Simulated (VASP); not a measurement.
Ta3Sb (spin), 8 atoms in the cell. The structure is cubic, space group Pm-3n (No. 223). Conventional cell: a = 5.265 Å, b = 5.265 Å, c = 5.265 Å, α = 90.00°, β = 90.00°, γ = 90.00°. Around Ta (site symmetry -4m2) lie 2 Ta at 2.63 Å and 4 Sb at 2.94 Å. Around Sb (site symmetry m-3) lie 12 Ta at 2.94 Å. 

```yaml
Program: VASP 6.6.1
Task: single point
Functional: PBEsol
Potentials_or_basis: VASP PAW PBE potentials, release 64 (Ta_pv, Sb)
Cutoff: 520 eV
k_mesh: 4 × 4 × 4
Occupations: gaussian, width 0.1 eV
Spin: collinear spin, typed start
Starting_moments: "[1.0, 1.0, 1.0, 1.0, 1.0, 1.0, 0.0, 0.0] μB"
Dipole_correction: no
Further_INCAR_settings: ALGO = Fast; EDIFF = 1e-07; NBANDS = 52
```

Potentials or basis: VASP PAW PBE potentials, release 64 (Ta_pv, Sb).

Command:

```bash
$ cat potpaw_PBE.64/Ta_pv/POTCAR potpaw_PBE.64/Sb/POTCAR > POTCAR
$ mpirun -np 1 vasp_std > vasp.out
```

Hardware: 1 thread of Intel(R) Xeon(R) Platinum 8175M CPU @ 2.50GHz (Skylake/Cascade Lake), with other jobs on the host.

How long does it take, and how much memory?

It took 7 min on 1 thread of Intel(R) Xeon(R) Platinum 8175M CPU @ 2.50GHz (Skylake/Cascade Lake), on a shared host, peak memory 0.34 GiB. Counts: scf iterations 19, k points 10.
